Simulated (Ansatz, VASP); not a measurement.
# Cross-check of AlN between VASP and Ansatz, part 4 of 4

Wanted: the spread between two codes on one cell, functional and k mesh. The cell is taken from a series of runs on this material, whose earlier steps may have relaxed, scaled, displaced or heated it; both programs get it as it stands.

VASP 6.6.1 and Ansatz 0.2.0.

So far: The starting structure; Ansatz: zone-centre phonons, PBE, pair 1; VASP: zone-centre phonons, PBE, pair 1; Comparison; Ansatz: zone-centre phonons, PBE, pair 2; VASP: zone-centre phonons, PBE, pair 2.

## (8) Ansatz: zone-centre phonons, PBE, pair 3

Level of this step: Ansatz beside VASP: Kohn-Sham DFT, plane waves, PBE (Ansatz).

Second derivatives magnify differences that forces hide, and they need a tight electronic threshold. The cell compared in this pair holds 42.14 Å³, against 41.71 Å³ for the pair before.

The cell is taken from a series of runs on this material, whose earlier steps may have relaxed, scaled, displaced or heated it; both programs get it as it stands.

input.yaml reads:

```yaml
crystal:
  lattice:
    - [3.1199637347, 0.0, 0.0]
    - [-1.5599818674, 2.7019678532, 0.0]
    - [0.0, 0.0, 4.9984233922]
  atoms:
    - { symbol: "N", position: [0.3333333333, 0.6666666667, 0.3808595561] }
    - { symbol: "N", position: [0.6666666667, 0.3333333333, 0.8808595561] }
    - { symbol: Al, position: [0.3333333333, 0.6666666667, -0.0008595561] }
    - { symbol: Al, position: [0.6666666667, 0.3333333333, 0.4991404439] }
kpoints:
  mp_grid: { grid: [9, 9, 6] }
hamiltonian:
  xc: pbe
  pseudopotentials: { kind: paw, azcp: { folder: soft_1 } }
scf:
  occupations: { method: fixed }
output:
  eigenvalues: true
phonons:
  method: dfpt
  dielectric: true
  rigid_motions: translations
```

Launch:

```sh
$ ansatz run input.yaml --threads 4 --pin off --max-ram 16384MiB --backend cpu --events-out ev --progress --plain --runs-dir out
```

Numbers of over 12 decimals in the logs are rounded to 6 here.

Log:

```text
[...]
Crystal: 4 atoms, lattice volume = 42.137 Å³
Basis set: ecut = 420 eV, 833 PW (Γ), exchange–correlation on 48×48×72 points (8 copies of the dense FFT grid, shifted against one another)
Bands: 12, of which v1, the nominal top of the filled ones, is band 8 counted from 1 (7 counted from 0)
Symmetry: 12 space group operations
k-points: 140 of 486 (irreducible under 2 space group operations, time reversal used)
[...]
optical modes at Γ + LO–TO along q̂ = [1.0000, 0.0000, 0.0000]:
      ω (cm⁻¹)  modes    IR ((D/Å)²/amu)
[...]
optical modes at Γ + LO–TO along q̂ = [0.0000, 1.0000, 0.0000]:
      ω (cm⁻¹)  modes    IR ((D/Å)²/amu)
[...]
optical modes at Γ + LO–TO along q̂ = [0.0000, 0.0000, 1.0000]:
      ω (cm⁻¹)  modes    IR ((D/Å)²/amu)
[...]
646.62      2             0.0000
        658.29      2            63.8579
        713.16      1             0.0000
        868.21      1            36.1057
[key lines of the parts left out:]
SCF converged after 9 iterations
Free energy (F): -1848.516679 eV
Fermi energy:    7.050887 eV
```

## (9) VASP: zone-centre phonons, PBE, pair 3

The same cell, functional and mesh now go to VASP, with its own data sets.

INCAR reads:

```
SYSTEM = AlN
PREC = Accurate
ENCUT = 600
EDIFF = 1E-08
NELM = 120
ISMEAR = 0
SIGMA = 0.01
LREAL = .FALSE.
ALGO = Normal
GGA = PE
NBANDS = 14
LORBIT = 11
LWAVE = .FALSE.
LCHARG = .FALSE.
ISIF = 2
IBRION = 8
LEPSILON = .TRUE.
LASPH = .TRUE.
GGA_COMPAT = .FALSE.
EFERMI = MIDGAP
KPAR = 2
```

POSCAR reads:

```
AlN
1.0
    3.1199637347      0.0000000000      0.0000000000
   -1.5599818674      2.7019678532      0.0000000000
    0.0000000000      0.0000000000      4.9984233922
N Al
2 2
Direct
    0.3333333333      0.6666666667      0.3808595561
    0.6666666667      0.3333333333      0.8808595561
    0.3333333333      0.6666666667      0.9991404439
    0.6666666667      0.3333333333      0.4991404439
```

KPOINTS reads:

```
Automatic mesh
0
Gamma
9 9 6
0 0 0
```

PAW data sets: N and Al (PBE family, release 64).

Launch:

```sh
$ mpirun -np 2 vasp_std
```

Log:

```text
[... set-up lines as in an earlier step ...]
 entering main loop
       N       E                     dE             d eps       ncg     rms          rms(c)
DAV:   1     0.511160379494E+02    0.51116E+02   -0.81278E+03  1344   0.115E+03
DAV:   2    -0.302965642981E+02   -0.81413E+02   -0.74580E+02  1846   0.225E+02
DAV:   3    -0.344661495452E+02   -0.41696E+01   -0.41527E+01  1824   0.546E+01
DAV:   4    -0.344964327978E+02   -0.30283E-01   -0.30280E-01  1506   0.510E+00
[...]
DAV:  15    -0.297811754353E+02   -0.28673E-07   -0.14172E-07  1776   0.306E-03    0.381E-04
DAV:  16    -0.297811754234E+02    0.11895E-07   -0.60532E-09  1062   0.681E-04    0.148E-04
DAV:  17    -0.297811754226E+02    0.76091E-09   -0.50848E-10   996   0.316E-04
   1 F= -.29781175E+02 E0= -.29781175E+02  d E =0.000000E+00
 Linear response reoptimize wavefunctions to high precision
DAV:   1    -0.297811754224E+02    0.15882E-09   -0.28701E-11  1116   0.518E-05
DAV:   2    -0.297811754225E+02   -0.45702E-10   -0.49510E-12   960   0.196E-05
 Linear response G [H, r] |phi>, progress :
  Direction:   1
[...]
RMM:  10    -0.565139842977E-02    0.55086E-08   -0.14464E-08 13351   0.138E-05    0.302E-06
 first order change of Fermi-energy  -0.48694E-05
 force on displaced ion       3 direction 1 : -15.387  -0.000  -0.000
 Born effective charge ion    3 direction 1 :   2.515   0.000   0.000
 Linear response progress:
  Degree of freedom:   4/  4
       N       E                     dE             d eps       ncg     rms          rms(c)
RMM:   1    -0.211447969734E-01   -0.21145E-01   -0.20755E-02  4997   0.127E+00
RMM:   2    -0.115215749121E-01    0.96232E-02   -0.24448E-03  2783   0.401E-01    0.110E-01
RMM:   3    -0.111114288315E-01    0.41015E-03   -0.46747E-05  2947   0.139E-01    0.507E-02
RMM:   4    -0.110719565546E-01    0.39472E-04   -0.33215E-04  3034   0.488E-02    0.255E-02
[...]
RMM:  10    -0.110026276748E-01    0.32599E-07    0.14775E-07  3284   0.570E-05    0.120E-05
RMM:  11    -0.110026394183E-01   -0.11744E-07   -0.53197E-10  3177   0.349E-05    0.255E-06
RMM:  12    -0.110026381897E-01    0.12286E-08   -0.75232E-08  3312   0.119E-05    0.191E-06
 first order change of Fermi-energy  -0.85236E+00
 force on displaced ion       3 direction 3 :  -0.000   0.000 -20.696
 Born effective charge ion    3 direction 3 :  -0.000   0.000   2.676
 Born effective charges drift removed
 Linear response finished
```

OUTCAR, selected parts (step 9):

```text
 POSITION                                       TOTAL-FORCE (eV/Angst)
 -----------------------------------------------------------------------------------
     -0.00000      1.80131      1.90370         0.000000     -0.000000     -0.000721
      1.55998      0.90066      4.40291        -0.000000      0.000000     -0.000721
     -0.00000      1.80131      4.99413         0.000000      0.000000      0.000721
      1.55998      0.90066      2.49492         0.000000     -0.000000      0.000721
 -----------------------------------------------------------------------------------
    total drift:                                0.000000     -0.000000      0.000441

 MACROSCOPIC STATIC DIELECTRIC TENSOR (including local field effects in DFT)
 ------------------------------------------------------
           4.452540    -0.000000     0.000000
          -0.000000     4.452540     0.000000
           0.000000     0.000000     4.673224
 ------------------------------------------------------

 MACROSCOPIC STATIC DIELECTRIC TENSOR IONIC CONTRIBUTION
 ------------------------------------------------------
           3.687176    -0.000000     0.000000
          -0.000000     3.687176    -0.000000
           0.000000    -0.000000     4.982518
 ------------------------------------------------------

[... 1 part as in an earlier step ...]
```

## (10) Differences

Both answers:

```
                                     quantity  Ansatz   VASP  difference
                                        ε∞ xx    4.45   4.45     +0.05 %
                                        ε∞ yy    4.45   4.45     +0.05 %
                                        ε∞ zz    4.68   4.67     +0.10 %
 Born charge of N1 (mean of the diagonal) (e)   -2.58  -2.57       -0.01
Born charge of Al3 (mean of the diagonal) (e)    2.58   2.57       +0.01
                   optical mode 1 to 2 (cm⁻¹)   236.6  237.1     -0.23 %
                        optical mode 3 (cm⁻¹)   541.0  541.1     -0.02 %
                        optical mode 4 (cm⁻¹)   602.6  603.4     -0.13 %
                   optical mode 5 to 6 (cm⁻¹)   646.6  647.8     -0.18 %
                   optical mode 7 to 8 (cm⁻¹)   658.3  659.2     -0.14 %
                        optical mode 9 (cm⁻¹)   713.2  715.0     -0.26 %
```

Modes are paired by rising frequency, not by their patterns, so a pair may set unlike modes beside each other; they are those without the splitting of longitudinal modes.

## (11) Summary of results

```json
{
 "r.m.s. difference of the optical zone-centre modes, each program's sorted by frequency (zone-centre phonons, PBE, pair 1)": "1.1 cm⁻¹",
 "r.m.s. difference of the optical zone-centre modes, each program's sorted by frequency (zone-centre phonons, PBE, pair 2)": "1.0 cm⁻¹",
 "r.m.s. difference of the optical zone-centre modes, each program's sorted by frequency (zone-centre phonons, PBE, pair 3)": "1.0 cm⁻¹"
}
```

**Reading.** The r.m.s. difference of the optical zone-centre modes, each program's sorted by frequency is 1.1 cm⁻¹ (zone-centre phonons, PBE, pair 1). How closely two codes agree says nothing of how well the functional describes the real material.

[Lines on the potential files, build, host, timing and source positions are cut from VASP's logs without a mark.]

[Logs are printed without paths, hosts, clocks, repeated set-up lines and the standing remarks that a program may print on its own settings, such as how far it seeks lower states.]

[Hosts, paths, dates, database ids (printed as entryN), source tags and the programs' standing remarks are cut or masked in the printed files.]
